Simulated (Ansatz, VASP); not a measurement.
# SiGeO3 (perovskite type (invented)): VASP beside Ansatz

One calculation is typed for both programs; each brings its own data sets. How far apart do they land? The cell is generated by rule, not measured, and may not be a known phase. The cell is taken from a series of runs on this material, whose earlier steps may have relaxed, scaled, displaced or heated it; both programs get it as it stands.

Calculated with Ansatz 0.2.0; plane waves, with VASP 6.6.1 beside it; zone-centre phonons at LDA.

### 1. Starting point

It takes space group Pm-3m (No. 221, cubic). Conventional cell: a = 3.546 Å, b = 3.546 Å, c = 3.546 Å, α = 90.00°, β = 90.00°, γ = 90.00°. Nearest to Ge lie 12 O at 2.51 Å. Si has 6 O at 1.77 Å nearest. Nearest to O lie 2 Si at 1.77 Å. Farther neighbours and most contacts between anions are not listed.

Structure file:

```
Ge Si O
1.0
     3.54593    0.00000    0.00000
     0.00000    3.54593    0.00000
     0.00000    0.00000    3.54593
Ge Si O
1 1 3
Direct
  0.00000 0.00000 0.00000
  0.50000 0.50000 0.50000
  0.50000 0.50000 0.00000
  0.50000 0.00000 0.50000
  0.00000 0.50000 0.50000
```

### 2. VASP: zone-centre phonons, LDA

Second derivatives magnify differences that forces hide, and they need a tight electronic threshold.

Lines of VASP's logs that name or quote its potential files are left out, and so is its time.

File INCAR:

```
SYSTEM = SiGeO3
PREC = Accurate
ENCUT = 600
EDIFF = 1E-08
NELM = 120
ISMEAR = 0
SIGMA = 0.01
LREAL = .FALSE.
ALGO = Normal
GGA = CA
NBANDS = 24
LORBIT = 11
LWAVE = .FALSE.
LCHARG = .FALSE.
ISIF = 2
IBRION = 8
LEPSILON = .TRUE.
LASPH = .TRUE.
GGA_COMPAT = .FALSE.
EFERMI = MIDGAP
KPAR = 2
```

File POSCAR:

```
SiGeO3
1.0
    3.5459276930      0.0000000000      0.0000000000
    0.0000000000      3.5459276930      0.0000000000
    0.0000000000      0.0000000000      3.5459276930
Ge Si O
1 1 3
Direct
    0.0000000000      0.0000000000      0.0000000000
    0.5000000000      0.5000000000      0.5000000000
    0.5000000000      0.5000000000      0.0000000000
    0.5000000000      0.0000000000      0.5000000000
    0.0000000000      0.5000000000      0.5000000000
```

File KPOINTS:

```
Automatic mesh
0
Gamma
8 8 8
0 0 0
```

The projector-augmented-wave data sets are Ge_d, Si and O (LDA family, release 64).

On the command line:

```bash
$ mpirun -np 2 vasp_std
```

Numbers of over 12 decimals in the logs are rounded to 6 here.

The program printed:

```text
[banner, memory and clock lines left out]
running    2 mpi-ranks, on    1 nodes
 distrk:  each k-point on    1 cores,    2 groups
 distr:  one band on    1 cores,    1 groups

 POSCAR found type information on POSCAR GeSiO
 POSCAR found :  3 types and       5 ions
 LDA part: xc-table for (Slater(with rela. corr.)+CA(PZ))
 , standard interpolation
 POSCAR, INCAR and KPOINTS ok, starting setup
 FFT: planning ... GRIDC
 FFT: planning ... GRID_SOFT
 FFT: planning ... GRID
 WAVECAR not read
 entering main loop
       N       E                     dE             d eps       ncg     rms          rms(c)
DAV:   1     0.313431492042E+03    0.31343E+03   -0.20501E+04  2104   0.358E+03
DAV:   2    -0.202457646219E+01   -0.31546E+03   -0.29914E+03  1928   0.781E+02
DAV:   3    -0.409556053493E+02   -0.38931E+02   -0.38674E+02  2016   0.160E+02
DAV:   4    -0.422166718383E+02   -0.12611E+01   -0.12593E+01  1984   0.303E+01
DAV:   5    -0.422403784284E+02   -0.23707E-01   -0.23702E-01  2032   0.452E+00    0.148E+01
DAV:   6    -0.378057241165E+02    0.44347E+01   -0.15851E+01  2256   0.536E+01    0.603E+00
DAV:   7    -0.377925797326E+02    0.13144E-01   -0.80906E-01  1976   0.536E+00    0.266E+00
DAV:   8    -0.377523339830E+02    0.40246E-01   -0.86235E-02  2032   0.275E+00    0.559E-01
DAV:   9    -0.377485350313E+02    0.37990E-02   -0.10101E-02  2448   0.977E-01    0.161E-01
DAV:  10    -0.377485498433E+02   -0.14812E-04   -0.12417E-03  2240   0.265E-01    0.642E-02
DAV:  11    -0.377485619822E+02   -0.12139E-04   -0.42043E-05  2128   0.543E-02    0.272E-02
DAV:  12    -0.377485616466E+02    0.33556E-06   -0.18519E-06  2112   0.126E-02    0.685E-03
DAV:  13    -0.377485611985E+02    0.44815E-06   -0.18724E-06  2200   0.108E-02    0.816E-04
DAV:  14    -0.377485612007E+02   -0.21705E-08   -0.44446E-08  1888   0.183E-03
   1 F= -.37748561E+02 E0= -.37748561E+02  d E =0.000000E+00
 Linear response reoptimize wavefunctions to high precision
DAV:   1    -0.377485611997E+02    0.98225E-09   -0.62661E-09  1872   0.726E-04
DAV:   2    -0.377485611998E+02   -0.16462E-09   -0.73844E-10  1144   0.193E-04
DAV:   3    -0.377485611999E+02   -0.77307E-11   -0.78088E-11  1160   0.780E-05
 Linear response G [H, r] |phi>, progress :
  Direction:   1
       N       E                     dE             d eps       ncg     rms
RMM:   1    -0.790645967735E+02   -0.79065E+02    0.11895E+03  2219   0.550E+02
RMM:   2    -0.101360341723E+03   -0.22296E+02   -0.48817E+01  3166   0.465E+01
RMM:   3    -0.101843957375E+03   -0.48362E+00   -0.25376E+00  3515   0.862E+00
RMM:   4    -0.101843092147E+03    0.86523E-03    0.99828E-03  3530   0.204E+00
RMM:   5    -0.101860889507E+03   -0.17797E-01   -0.12745E-02  3611   0.580E-01
RMM:   6    -0.101860972476E+03   -0.82969E-04    0.17028E-03  3659   0.228E-01
RMM:   7    -0.101861526195E+03   -0.55372E-03   -0.52793E-04  3737   0.720E-02
RMM:   8    -0.101861527612E+03   -0.14171E-05   -0.12187E-05  3581   0.374E-02
RMM:   9    -0.101861532033E+03   -0.44210E-05    0.14601E-04  3326   0.152E-02
RMM:  10    -0.101861520722E+03    0.11311E-04    0.13372E-04  2855   0.928E-03
RMM:  11    -0.101861512775E+03    0.79476E-05    0.29796E-04  2551   0.680E-03
RMM:  12    -0.101861537539E+03   -0.24764E-04   -0.32832E-05  2426   0.587E-03
RMM:  13    -0.101861514799E+03    0.22739E-04    0.26014E-04  2367   0.539E-03
RMM:  14    -0.101861506728E+03    0.80718E-05    0.24598E-04  2340   0.518E-03
RMM:  15    -0.101861538090E+03   -0.31363E-04    0.26299E-05  2337   0.509E-03
RMM:  16    -0.101861527973E+03    0.10118E-04    0.10309E-04  2290   0.498E-03
 Linear response G [H, r] |phi>, progress :
  Direction:   2
       N       E                     dE             d eps       ncg     rms
RMM:   1    -0.774453643255E+02   -0.77445E+02    0.12084E+03  2198   0.548E+02
RMM:   2    -0.106204966617E+03   -0.28760E+02   -0.49113E+01  3198   0.475E+01
RMM:   3    -0.106515201437E+03   -0.31023E+00   -0.24989E+00  3560   0.913E+00
RMM:   4    -0.106536181235E+03   -0.20980E-01   -0.16106E-01  3556   0.198E+00
RMM:   5    -0.106537747827E+03   -0.15666E-02   -0.12086E-02  3640   0.578E-01
RMM:   6    -0.106537975776E+03   -0.22795E-03   -0.21476E-03  3673   0.181E-01
RMM:   7    -0.106538002951E+03   -0.27175E-04   -0.38663E-04  3735   0.710E-02
RMM:   8    -0.106538010042E+03   -0.70908E-05   -0.56958E-05  3593   0.318E-02
RMM:   9    -0.106538011790E+03   -0.17484E-05   -0.16383E-04  3377   0.162E-02
RMM:  10    -0.106537997029E+03    0.14761E-04   -0.36321E-06  3025   0.911E-03
RMM:  11    -0.106537993122E+03    0.39076E-05    0.77121E-05  2650   0.746E-03
RMM:  12    -0.106538017876E+03   -0.24754E-04   -0.20003E-04  2473   0.687E-03
RMM:  13    -0.106537991450E+03    0.26426E-04    0.11376E-04  2398   0.660E-03
RMM:  14    -0.106537990837E+03    0.61231E-06    0.40075E-05  2375   0.650E-03
RMM:  15    -0.106538017535E+03   -0.26698E-04   -0.22982E-04  2334   0.638E-03
 Linear response G [H, r] |phi>, progress :
  Direction:   3
[...]
RMM:   4    -0.764086552459E+00   -0.12288E-01   -0.10483E-02  6985   0.748E-01    0.133E-01
RMM:   5    -0.769614663489E+00   -0.55281E-02   -0.10928E-03  7049   0.217E-01    0.169E-02
RMM:   6    -0.769764898664E+00   -0.15024E-03   -0.55040E-05  7334   0.509E-02    0.922E-03
[...]
change of polarisation eV/A/(eV/A) component  3 :     0.233     0.206     1.472
 dielectric tensor                  component  3 :     0.947     0.835     6.974
 Linear response DOF=           4
 Linear response progress:
  Degree of freedom:   1/  4
       N       E                     dE             d eps       ncg     rms          rms(c)
RMM:   1    -0.190952940668E+00   -0.19095E+00    0.34554E+00  4239   0.368E+01
RMM:   2    -0.195916529508E+00   -0.49636E-02   -0.68521E-03  6393   0.596E-01    0.651E-02
RMM:   3    -0.195527787085E+00    0.38874E-03   -0.26438E-04  6711   0.129E-01    0.331E-02
RMM:   4    -0.195221876470E+00    0.30591E-03   -0.60714E-05  7038   0.613E-02    0.798E-03
RMM:   5    -0.195191407451E+00    0.30469E-04   -0.83624E-06  7068   0.212E-02    0.154E-03
RMM:   6    -0.195184559255E+00    0.68482E-05   -0.25314E-06  7493   0.101E-02    0.390E-04
RMM:   7    -0.195186848277E+00   -0.22890E-05   -0.85275E-07  7470   0.490E-03    0.166E-04
RMM:   8    -0.195187025832E+00   -0.17756E-06   -0.38361E-07  7470   0.257E-03    0.152E-04
RMM:   9    -0.195188947487E+00   -0.19217E-05   -0.10689E-06  7447   0.156E-03    0.375E-05
RMM:  10    -0.195188674592E+00    0.27289E-06   -0.10061E-06  7351   0.987E-04    0.433E-05
RMM:  11    -0.195189002169E+00   -0.32758E-06   -0.68912E-07  7531   0.611E-04    0.265E-05
RMM:  12    -0.195189145031E+00   -0.14286E-06   -0.50483E-07  7663   0.415E-04    0.214E-05
RMM:  13    -0.195189428868E+00   -0.28384E-06   -0.33123E-07  7483   0.291E-04    0.332E-06
RMM:  14    -0.195189323383E+00    0.10549E-06   -0.21149E-07  7478   0.206E-04    0.130E-05
RMM:  15    -0.195189417477E+00   -0.94094E-07   -0.16087E-07  7442   0.156E-04    0.595E-06
RMM:  16    -0.195189436595E+00   -0.19118E-07   -0.10915E-07  7987   0.121E-04    0.599E-06
RMM:  17    -0.195189482941E+00   -0.46346E-07   -0.85623E-08  7830   0.982E-05    0.239E-06
RMM:  18    -0.195189482461E+00    0.47937E-09   -0.63449E-08  6747   0.815E-05    0.366E-06
 first order change of Fermi-energy  -0.41488E-04
 force on displaced ion       1 direction 1 :   1.708   0.000   0.000
 Born effective charge ion    1 direction 1 :   4.646   0.000   0.000
 Linear response progress:
  Degree of freedom:   2/  4
       N       E                     dE             d eps       ncg     rms          rms(c)
RMM:   1    -0.241868551924E-01   -0.24187E-01    0.10754E-01  7706   0.121E+00
RMM:   2    -0.226885693560E-01    0.14983E-02   -0.14926E-03  6856   0.247E-01    0.167E-01
RMM:   3    -0.225875916889E-01    0.10098E-03   -0.25645E-04  6701   0.822E-02    0.955E-02
RMM:   4    -0.226517327732E-01   -0.64141E-04   -0.22913E-04  7007   0.699E-02    0.153E-02
RMM:   5    -0.226010440230E-01    0.50689E-04   -0.79782E-06  6655   0.163E-02    0.172E-03
RMM:   6    -0.226047638558E-01   -0.37198E-05   -0.52954E-07  6811   0.376E-03    0.751E-04
RMM:   7    -0.225996069615E-01    0.51569E-05   -0.62640E-08  6903   0.141E-03    0.235E-04
RMM:   8    -0.225999461416E-01   -0.33918E-06   -0.33011E-09  6988   0.371E-04    0.673E-05
RMM:   9    -0.225998441654E-01    0.10198E-06    0.10967E-09  7012   0.952E-05    0.175E-05
RMM:  10    -0.225998459337E-01   -0.17683E-08    0.15572E-09  6996   0.469E-05    0.335E-06
 first order change of Fermi-energy  -0.29852E-04
 force on displaced ion       2 direction 1 : -16.315   0.000  -0.000
 Born effective charge ion    2 direction 1 :   4.111   0.000   0.000
 Linear response progress:
  Degree of freedom:   3/  4
       N       E                     dE             d eps       ncg     rms          rms(c)
RMM:   1    -0.365587454373E+00   -0.36559E+00    0.26894E-01 12021   0.298E+00
RMM:   2    -0.360449145525E+00    0.51383E-02   -0.69599E-03 11279   0.491E-01    0.141E-01
RMM:   3    -0.361809396780E+00   -0.13603E-02   -0.85661E-04 10765   0.160E-01    0.710E-02
RMM:   4    -0.363551759157E+00   -0.17424E-02   -0.58038E-04 10777   0.124E-01    0.161E-02
RMM:   5    -0.363599833390E+00   -0.48074E-04   -0.19520E-05 11442   0.264E-02    0.251E-03
RMM:   6    -0.363607083377E+00   -0.72500E-05    0.17694E-07 11414   0.520E-03    0.894E-04
RMM:   7    -0.363605854831E+00    0.12285E-05    0.23123E-07 11429   0.160E-03    0.237E-04
RMM:   8    -0.363606866290E+00   -0.10115E-05   -0.65789E-09 11572   0.414E-04    0.597E-05
RMM:   9    -0.363606379825E+00    0.48647E-06   -0.18778E-08 11885   0.157E-04    0.164E-05
RMM:  10    -0.363606422749E+00   -0.42924E-07   -0.28721E-08 12017   0.758E-05    0.836E-06
RMM:  11    -0.363606451142E+00   -0.28393E-07   -0.14128E-08 10784   0.578E-05    0.183E-06
RMM:  12    -0.363606423904E+00    0.27238E-07   -0.15372E-08  9429   0.508E-05    0.478E-07
RMM:  13    -0.363606431128E+00   -0.72235E-08   -0.71823E-09  7198   0.478E-05    0.831E-08
 first order change of Fermi-energy  -0.89549E-04
 force on displaced ion       3 direction 1 :  -5.563   0.000   0.000
 Born effective charge ion    3 direction 1 :  -2.956   0.000   0.000
 Linear response progress:
  Degree of freedom:   4/  4
       N       E                     dE             d eps       ncg     rms          rms(c)
RMM:   1    -0.372596469655E+00   -0.37260E+00    0.47832E-01  7087   0.312E+00
RMM:   2    -0.363468384784E+00    0.91281E-02   -0.10825E-02  6777   0.564E-01    0.277E-01
RMM:   3    -0.364220457304E+00   -0.75207E-03   -0.20815E-03  6536   0.232E-01    0.145E-01
RMM:   4    -0.366185958687E+00   -0.19655E-02   -0.17204E-03  6666   0.187E-01    0.288E-02
RMM:   5    -0.366083244649E+00    0.10271E-03   -0.55897E-05  6885   0.464E-02    0.528E-03
RMM:   6    -0.366168271922E+00   -0.85027E-04   -0.53564E-06  6927   0.123E-02    0.219E-03
RMM:   7    -0.366133488420E+00    0.34784E-04   -0.60741E-07  6820   0.434E-03    0.507E-04
RMM:   8    -0.366144230828E+00   -0.10742E-04   -0.41100E-08  6623   0.114E-03    0.220E-04
RMM:   9    -0.366142264705E+00    0.19661E-05    0.70366E-09  7102   0.326E-04    0.302E-05
RMM:  10    -0.366142113108E+00    0.15160E-06    0.33953E-08  7216   0.121E-04    0.178E-05
RMM:  11    -0.366142349618E+00   -0.23651E-06   -0.11350E-08  6865   0.739E-05    0.350E-06
RMM:  12    -0.366142371883E+00   -0.22265E-07   -0.81277E-10  6862   0.502E-05    0.254E-06
RMM:  13    -0.366142367802E+00    0.40807E-08   -0.88963E-09  5468   0.437E-05    0.550E-07
 first order change of Fermi-energy   0.50267E-04
 force on displaced ion       3 direction 3 :  -0.000   0.000 -27.327
 Born effective charge ion    3 direction 3 :   0.000   0.000  -2.852
 Born effective charges drift removed
 Linear response finished
```

[end of part 1 of 3]

[Lines on the potential files, build, host, timing and source positions are cut from VASP's logs without a mark.]

[Logs are printed without paths, hosts, clocks, repeated set-up lines and the standing remarks that a program may print on its own settings, such as how far it seeks lower states.]

[Hosts, paths, dates, database ids (printed as entryN), source tags and the programs' standing remarks are cut or masked in the printed files.]
